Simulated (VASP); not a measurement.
Given:

```
KZnF3
1.0
    4.23413     0.00000     0.00000
    0.00000     4.23413     0.00000
    0.00000     0.00000     4.23413
K Zn F
1 1 3
Direct
  0.00000   0.00000   0.00000
  0.50000   0.50000   0.50000
  0.50000   0.00000   0.50000
  0.00000   0.50000   0.50000
  0.50000   0.50000   0.00000
```

The numbers are results of revPBE GGA, VASP's PBE PAW potentials (set 64) (plane waves; VASP 6.6.1), not measurements. Settings: 520 eV cut-off, 5×5×5 Γ-centred mesh, Gaussian smearing of 0.050 eV, potentials K_sv Zn F.

Question: Predict the energy per atom (σ→0), pressure.

Answer: 
- energy per atom (σ→0): -3.818 eV/atom
- pressure: -1.62 GPa

Total energies compare only between runs with the same potentials, cut-off and functional.

The compound is KZnF3 in the cubic perovskite structure. This cell is one point of a volume scan, at 1.03 of the reference volume.
